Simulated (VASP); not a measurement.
# Y3Ge (I4/mmm) in VASP: notebook

Aim: see how the results for Y3Ge move with the level of theory and the settings. Levels: r2SCAN, LDA, PBE, PBEsol. Tasks: relaxation of cell and atoms.

Program: VASP 6.6.1. These are calculated values, not measurements. Logs are shortened: lines on timing, memory, paths and dates and some standing lists are left out, and cuts for length are marked.

## Step 1: The structure

Symmetry: I4/mmm, No. 139, tetragonal system. The conventional cell has a = 4.531 Å, b = 4.531 Å, c = 10.394 Å, α = 90.00°, β = 90.00°, γ = 90.00°. Y (site symmetry 4/mmm) has 4 Ge at 3.20 Å and 8 Y at 3.45 Å as nearest neighbours. Y (site symmetry -4m2) has 8 Y at 3.20 to 3.45 Å and 4 Ge at 3.45 Å as nearest neighbours. Ge (site symmetry 4/mmm) is surrounded by 12 Y at 3.20 to 3.45 Å.

The cell comes from a database or a generator and needn't be the stable form of this composition.

## Step 2: Relaxation of cell and atoms, r2SCAN

INCAR

```
SYSTEM = Y3Ge
PREC = Accurate
ENCUT = 600
EDIFF = 1E-7
ISMEAR = -1
SIGMA = 0.05
LREAL = .FALSE.
LASPH = .TRUE.
NELM = 60
ALGO = Normal
ISIF = 3
LWAVE = .FALSE.
LCHARG = .FALSE.
METAGGA = R2SCAN
LMIXTAU = .TRUE.
IBRION = 2
NSW = 40
EDIFFG = -0.01
```

KPOINTS

```
Automatic mesh
0
G
  6 6 6
  0 0 0
```

POSCAR

```
Y3Ge
1.0
   -2.2653940000      2.2653940000      5.1970200000
    2.2653940000     -2.2653940000      5.1970200000
    2.2653940000      2.2653940000     -5.1970200000
Y Ge
3 1
Direct
    0.5000000000      0.5000000000      0.0000000000
    0.2500000000      0.7500000000      0.5000000000
    0.7500000000      0.2500000000      0.5000000000
    0.0000000000      0.0000000000      0.0000000000
```

Potentials or basis: VASP PAW PBE potentials, release 64 (Y_sv, Ge_d).

Run with:

```sh
> cat potpaw_PBE.64/Y_sv/POTCAR potpaw_PBE.64/Ge_d/POTCAR > POTCAR
> mpirun -np 1 vasp_std > vasp.out
```

OUTCAR:

```text
SYSTEM = Y3Ge
   PREC = Accurate
   ENCUT = 600
   EDIFF = 1E-7
   ISMEAR = -1
   LREAL = .FALSE.
   LASPH = .TRUE.
   NELM = 60
   ISIF = 3
   METAGGA = R2SCAN
   IBRION = 2
   NSW = 40
   EDIFFG = -0.01

 ion  position               nearest neighbor table
   1  0.500  0.500  0.000-   4 3.20   4 3.20   4 3.20   4 3.20   2 3.45   2 3.45   3 3.45   3 3.45
                             3 3.45   2 3.45   3 3.45   2 3.45
   2  0.250  0.750  0.500-   3 3.20   3 3.20   3 3.20   3 3.20   4 3.45   4 3.45   1 3.45   1 3.45
                             4 3.45   1 3.45   4 3.45   1 3.45
   3  0.750  0.250  0.500-   2 3.20   2 3.20   2 3.20   2 3.20   1 3.45   1 3.45   4 3.45   4 3.45
                             4 3.45   1 3.45   4 3.45   1 3.45
   4  0.000  0.000  0.000-   1 3.20   1 3.20   1 3.20   1 3.20   3 3.45   3 3.45   2 3.45   2 3.45
                             3 3.45   2 3.45   3 3.45   2 3.45

  LATTYP: Found a body centered tetragonal cell.
 ALAT       =     4.5307880000
 C/A-ratio  =     2.2940910058

  Lattice vectors:

 A1 = (  -2.2653940000,   2.2653940000,   5.1970200000)
 A2 = (   2.2653940000,  -2.2653940000,   5.1970200000)
 A3 = (   2.2653940000,   2.2653940000,  -5.1970200000)

Analysis of symmetry for initial positions (statically):
=====================================================================
 Subroutine PRICEL returns:
 Original cell was already a primitive cell.

 Routine SETGRP: Setting up the symmetry group for a
 body centered tetragonal supercell.

 Subroutine GETGRP returns: Found 16 space group operations
 (whereof 16 operations were pure point group operations)
 out of a pool of 16 trial point group operations.

The static configuration has the point symmetry D_4h.

Analysis of symmetry for dynamics (positions and initial velocities):
=====================================================================
 Subroutine PRICEL returns:
 Original cell was already a primitive cell.

 Routine SETGRP: Setting up the symmetry group for a
 body centered tetragonal supercell.

 Subroutine GETGRP returns: Found 16 space group operations
 (whereof 16 operations were pure point group operations)
 out of a pool of 16 trial point group operations.

The dynamic configuration has the point symmetry D_4h.

 Subroutine INISYM returns: Found 16 space group operations
 (whereof 16 operations are pure point group operations),
 and found     1 'primitive' translations

----------------------------------------------------------------------------------------

                                     Primitive cell

  volume of cell :     106.6846

  direct lattice vectors                    reciprocal lattice vectors
    -2.265394000  2.265394000  5.197020000     0.000000000  0.220712159  0.096208981
     2.265394000 -2.265394000  5.197020000     0.220712159  0.000000000  0.096208981
     2.265394000  2.265394000 -5.197020000     0.220712159  0.220712159  0.000000000

  length of vectors
     6.105164767  6.105164767  6.105164767     0.240769651  0.240769651  0.312134128

  position of ions in fractional coordinates (direct lattice)
     0.500000000  0.500000000  0.000000000
     0.250000000  0.750000000  0.500000000
     0.750000000  0.250000000  0.500000000
     0.000000000  0.000000000  0.000000000

  ion indices of the primitive-cell ions
   primitive index   ion index
                 1           1
                 2           2
                 3           3
                 4           4

----------------------------------------------------------------------------------------

 KPOINTS: Automatic mesh

Automatic generation of k-mesh.
 Grid dimensions read from file:
 generate k-points for:    6    6    6

 Generating k-lattice:

  Cartesian coordinates                     Fractional coordinates (reciprocal lattice)
     0.000000000  0.036785360  0.016034830     0.166666667  0.000000000  0.000000000
     0.036785360  0.000000000  0.016034830     0.000000000  0.166666667  0.000000000
     0.036785360  0.036785360  0.000000000     0.000000000  0.000000000  0.166666667

  Length of vectors
     0.040128275  0.040128275  0.052022355

  Shift w.r.t. Gamma in fractional coordinates (k-lattice)
     0.000000000  0.000000000  0.000000000

 Subroutine IBZKPT returns following result:
 ===========================================

 Found     30 irreducible k-points:

 Following reciprocal coordinates:
            Coordinates               Weight
  0.000000  0.000000  0.000000      1.000000
  0.166667 -0.000000  0.000000      8.000000
  0.333333  0.000000 -0.000000      8.000000
  0.500000  0.000000  0.000000      4.000000
  0.166667  0.166667  0.000000      8.000000
  0.333333  0.166667  0.000000     16.000000
[... 16 lines left out ...]
 -0.333333 -0.333333  0.166667      8.000000
 -0.166667 -0.333333  0.166667      8.000000
 [... further k-points ...]
   k-points           NKPTS =     30   k-points in BZ     NKDIM =     30   number of bands    NBANDS=     28
   number of dos      NEDOS =    301   number of ions     NIONS =      4
   total plane-waves  NPLWV = 125000
   dimension x,y,z NGX =    50 NGY =   50 NGZ =   50
   dimension x,y,z NGXF=   100 NGYF=  100 NGZF=  100
   ions per type =               3   1
   NGX,Y,Z   is equivalent  to a cutoff of  13.62, 13.62, 13.62 a.u.
   NGXF,Y,Z  is equivalent  to a cutoff of  27.23, 27.23, 27.23 a.u.
 SYSTEM =  Y3Ge
   PREC   = accura    normal or accurate (medium, high low for compatibility)
   ISTART =      0    job   : 0-new  1-cont  2-samecut
   ICHARG =      2    charge: 1-file 2-atom 10-const
   ISPIN  =      1    spin polarized calculation?
   LNONCOLLINEAR =      F non collinear calculations
   LSORBIT =      F    spin-orbit coupling
   LASPH  =      T    aspherical Exc in radial PAW
   ENCUT  =  600.0 eV  44.10 Ry    6.64 a.u.  12.19 12.19 12.19*2*pi/ulx,y,z
   NELM   =     60;   NELMIN=  2; NELMDL= -5     # of ELM steps
   EDIFF  = 0.1E-06   stopping-criterion for ELM
   LREAL  =      F    real-space projection
   EDIFFG = -.1E-01   stopping-criterion for IOM
   NSW    =     40    number of steps for IOM
   IBRION =      2    ionic relax: 0-MD 1-quasi-New 2-CG
   NFREE  =      1    steps in history (QN), initial steepest desc. (CG)
   ISIF   =      3    stress and relaxation
   ISYM   =      2    0-nonsym 1-usesym 2-fastsym
   POTIM  = 0.5000    time-step for ionic-motion
   TEBEG  =    0.0;   TEEND  =   0.0 temperature during run
   PSTRESS=    0.0 pullay stress
   NELECT =      47.0000    total number of electrons
   NUPDOWN=      -1.0000    fix difference up-down
   EMIN   =  10.00;   EMAX   =-10.00  energy-range for DOS
   EFERMI =   0.00;   METHOD = LEGACY
   ISMEAR =    -1;   SIGMA  =   0.05  broadening in eV -4-tet -1-fermi 0-gaus
   EFERMI_NEDOS =   21; number of points for ismear=-14 and -15
   IALGO  =     38    algorithm
   IMIX   =      4    mixing-type and parameters
     AMIX     =   0.40;   BMIX     =  1.00
     AMIX_MAG =   1.60;   BMIX_MAG =  1.00
  volume/ion in A,a.u.               =      26.67       179.99
  Fermi-wavevector in a.u.,A,eV,Ry     =   1.245681  2.353996 21.112447  1.551721
  Thomas-Fermi vector in A             =   2.379892
   LORBIT       =      0    0 simple, 1 ext, 2 COOP (PROOUT), +10 PAW based schemes
   METAGGA = R2SCAN    functional components
   LHFCALC =     F    Hartree Fock is set to
   AEXX    =    0.0000 exact exchange contribution
   IVDW    =     0    specifies the selected vdW correction
   LEPSILON=     F    determine dielectric tensor
   LRPA    =     F    only Hartree local field effects (RPA)
 conjugate gradient relaxation of ions
 non-spin polarized calculation
  energy-cutoff  :      600.00
  volume of cell :      106.68
 maximum number of plane-waves:      3608
 NGX is ok and might be reduce to    50
   NGX = 25   NGY = 25   NGZ = 25

--------------------------------------- Ionic step        1  -------------------------------------------

 number of electron      46.9999998 magnetization

 Free energy of the ion-electron system (eV)
  ---------------------------------------------------
  ext. energy  EPLUGINS =         0.00000000
  ---------------------------------------------------
  free energy    TOTEN  =       -76.01226684 eV

  energy without entropy =      -75.97736235  energy(sigma->0) =      -75.99481459

------------------------ aborting loop because EDIFF is reached ----------------------------------------

  FORCE on cell =-STRESS in cart. coord.  units (eV):
  Direction    XX          YY          ZZ          XY          YZ          ZX
  --------------------------------------------------------------------------------------
  -------------------------------------------------------------------------------------
  Total       -0.4197138     -0.4197138      0.2147303      0.0000000     -0.0000000      0.0000000
  in kB       -6.3032133     -6.3032133      3.2247938      0.0000000     -0.0000000      0.0000000
  external PRESSURE =      -3.1272109 kB  Pullay stress =       0.0000000 kB
[... 137 lines left out ...]
  energy  without entropy=      -75.9807740344  energy(sigma->0) =      -75.99806412

--------------------------------------- Ionic step        5  -------------------------------------------

 number of electron      47.0000000 magnetization

 Free energy of the ion-electron system (eV)
  ---------------------------------------------------
  ext. energy  EPLUGINS =         0.00000000
  ---------------------------------------------------
  free energy    TOTEN  =       -76.01547934 eV

  energy without entropy =      -75.98076734  energy(sigma->0) =      -75.99812334

 E-fermi :   4.3332     XC(G=0): -10.8616

 val. band max:        4.3088046329   @ k =   0.1667   0.1667   0.0000
 cond. band min:       4.3439507824   @ k =  -0.1667  -0.3333   0.1667
 fundamental gap:      0.0351461495
 Fermi energy:         4.3331983236

 k-point     1 :       0.0000    0.0000    0.0000
  band No.  band energies     occupation
      1     -39.9714      2.00000
      2     -39.8290      2.00000
      3     -39.7637      2.00000
      4     -20.3691      2.00000
      5     -20.3644      2.00000
      6     -20.3644      2.00000
[... 733 lines left out ...]
     27       5.3029      0.00000
     28       6.5325      0.00000

 [... further k-points ...]
[... 5 lines left out ...]
  --------------------------------------------------------------------------------------
  -------------------------------------------------------------------------------------
  Total       -0.0099498     -0.0099498     -0.0025626      0.0000000     -0.0000000      0.0000000
  in kB       -0.1503833     -0.1503833     -0.0387310      0.0000000     -0.0000000      0.0000000
  external PRESSURE =      -0.1131659 kB  Pullay stress =       0.0000000 kB
[... 19 lines left out ...]
  FREE ENERGIE OF THE ION-ELECTRON SYSTEM (eV)
  ---------------------------------------------------
  free  energy   TOTEN  =       -76.0154793367 eV

  energy  without entropy=      -75.9807673408  energy(sigma->0) =      -75.99812334

 reached required accuracy - stopping structural energy minimisation
```

It took 31 min on 1 thread of Intel Xeon 6975P-C (Granite Rapids), shared host; peak memory 0.49 GiB.

What came out:

```
Free energy                            : -76.0155 eV
Relaxed volume                         : 26.50 Å³/atom
Relaxed cell                           : a = 6.118 Å, b = 6.118 Å, c = 6.118 Å, α = 136.79°, β = 136.79°, γ = 62.76°
Space group after relaxing (to 0.05 Å) : I4/mmm (No. 139)
Energy gained by relaxing              : 0.8 meV/atom
Ionic steps                            : 5
Pressure after relaxing                : 0.0 GPa
Band gap on the k mesh                 : none (metal or under the smearing width)
```

Step by step:
| step | energy change (eV) | largest force (eV/Å) | pressure (GPa) | volume (Å³) |
| --- | --- | --- | --- | --- |
| 1 | 0.0000 | 0.0000 | -0.31 | 106.68 |
| 2 | -0.0030 | 0.0000 | 0.04 | 105.88 |
| 3 | -0.0031 | 0.0000 | 0.08 | 105.79 |
| 4 | -0.0031 | 0.0000 | 0.12 | 105.76 |
| 5 | -0.0032 | 0.0000 | -0.01 | 106.00 |

Final structure:
```
Y Ge
1.0
    -2.25258    2.25258    5.22284
     2.25258   -2.25258    5.22284
     2.25258    2.25258   -5.22284
Y Ge
3 1
Direct
  0.50000 0.50000 0.00000
  0.25000 0.75000 0.50000
  0.75000 0.25000 0.50000
  0.00000 0.00000 0.00000
```

Caveat: the PAW data sets were made with another functional, which shifts forces and pressure a little.

## Step 3: Relaxation of cell and atoms, LDA

INCAR, as its differences from that of step 2:

```diff
@@ -13,4 +13,2 @@
 LCHARG = .FALSE.
-METAGGA = R2SCAN
-LMIXTAU = .TRUE.
 IBRION = 2
```

KPOINTS is that of step 2.

POSCAR is that of step 2.

Potentials or basis: VASP PAW LDA potentials, release 64 (Y_sv, Ge_d).

Run with:

```sh
> cat potpaw_LDA.64/Y_sv/POTCAR potpaw_LDA.64/Ge_d/POTCAR > POTCAR
> mpirun -np 1 vasp_std > vasp.out
```

Wall time 8.1 min (1 thread of Intel Xeon 6975P-C (Granite Rapids), shared host); peak memory 0.37 GiB.

It converged, with:

* Free energy: -27.5238 eV
* Relaxed volume: 23.98 Å³/atom
* Relaxed cell: a = 5.789 Å, b = 5.789 Å, c = 5.789 Å, α = 134.88°, β = 134.88°, γ = 65.71°
* Space group after relaxing (to 0.05 Å): I4/mmm (No. 139)
* Energy gained by relaxing: 42.5 meV/atom
* Ionic steps: 6
* Pressure after relaxing: 0.0 GPa
* Band gap on the k mesh: none (metal or under the smearing width)

Step by step:
```
step  energy change (eV)  largest force (eV/Å)  pressure (GPa)  volume (Å³)
   1              0.0000                0.0000           -4.76       106.68
   2             -0.1488                0.0000            1.20        94.90
   3             -0.1561                0.0000            0.01        96.83
   4             -0.1616                0.0000           -0.01        96.63
   5             -0.1698                0.0000           -0.04        96.00
   6             -0.1700                0.0000           -0.05        95.91
```

Final structure:
```cif
data_structure
_symmetry_space_group_name_H-M 'P 1'
_symmetry_Int_Tables_number 1
_cell_length_a 5.7886
_cell_length_b 5.7886
_cell_length_c 5.7886
_cell_angle_alpha 134.884
_cell_angle_beta 134.884
_cell_angle_gamma 65.711
_cell_volume 95.91
loop_
_atom_site_label
_atom_site_type_symbol
_atom_site_fract_x
_atom_site_fract_y
_atom_site_fract_z
_atom_site_occupancy
Y1 Y 0.50000 0.50000 0.00000 1
Y2 Y 0.25000 0.75000 0.50000 1
Y3 Y 0.75000 0.25000 0.50000 1
Ge1 Ge 0.00000 0.00000 0.00000 1
```

Levels at points of the mesh, in eV from the Fermi level:
```tsv
k point	band 22	band 23	band 24	band 25	band 26	band 27
(0.00, 0.00, 0.00)	-1.41	-0.71	0.16	0.46	0.87	1.27
(0.50, 0.00, 0.00)	-0.88	-0.18	0.31	1.13	1.54	1.67
(0.50, 0.50, 0.00)	-1.55	-1.20	0.18	1.03	1.11	1.37
(0.50, 0.50, 0.50)	-0.80	-0.80	-0.34	-0.16	-0.16	0.57
```

## Step 4: Relaxation of cell and atoms, PBE

INCAR, as its differences from that of step 3:

```diff
@@ -13,2 +13,3 @@
 LCHARG = .FALSE.
+GGA = PE
 IBRION = 2
```

KPOINTS is that of step 3.

POSCAR is that of step 3.

Potentials or basis: VASP PAW PBE potentials, release 64 (Y_sv, Ge_d).

Run with:

```sh
> cat potpaw_PBE.64/Y_sv/POTCAR potpaw_PBE.64/Ge_d/POTCAR > POTCAR
> mpirun -np 1 vasp_std > vasp.out
```

Wall time 7.4 min (1 thread of Intel Xeon 6975P-C (Granite Rapids), shared host); peak memory 0.44 GiB.

Results (log left out):

```
Free energy                            : -25.0123 eV
Relaxed volume                         : 26.54 Å³/atom
Relaxed cell                           : a = 6.094 Å, b = 6.094 Å, c = 6.094 Å, α = 136.42°, β = 136.42°, γ = 63.33°
Space group after relaxing (to 0.05 Å) : I4/mmm (No. 139)
Energy gained by relaxing              : 0.1 meV/atom
Ionic steps                            : 3
Pressure after relaxing                : 0.0 GPa
Band gap on the k mesh                 : none (metal or under the smearing width)
```

Stress tensor (GPa, compression positive):
```
 0.03  0.00  0.00
 0.00  0.03  0.00
 0.00  0.00 -0.06
```

Step by step:
```csv
step,energy change (eV),largest force (eV/Å),pressure (GPa),volume (Å³)
1,0.0000,0.0000,-0.26,106.68
2,-0.0004,0.0000,0.07,106.02
3,-0.0004,0.0000,0.00,106.14
```

Final structure:
```
CELL_PARAMETERS angstrom
-2.26194 2.26194 5.18650
2.26194 -2.26194 5.18650
2.26194 2.26194 -5.18650
ATOMIC_POSITIONS crystal
Y 0.50000 0.50000 0.00000
Y 0.25000 0.75000 0.50000
Y 0.75000 0.25000 0.50000
Ge 0.00000 0.00000 0.00000
```

Levels at points of the mesh, in eV from the Fermi level:
```
           k point  band 20  band 21  band 22  band 23  band 24  band 25  band 26  band 27  band 28
(0.00, 0.00, 0.00)    -2.26    -1.18    -1.18    -0.51    -0.12     0.17     0.74     1.27     1.27
(0.50, 0.00, 0.00)    -2.42    -1.56    -0.82    -0.54     0.43     1.07     1.55     1.57     1.76
(0.50, 0.50, 0.00)    -1.87    -1.62    -1.50    -1.28     0.17     0.68     0.91     1.17     2.14
(0.50, 0.50, 0.50)    -2.10    -0.91    -0.58    -0.58    -0.26    -0.10    -0.10     0.34     2.07
```

(Continued in part 2 of 2.)
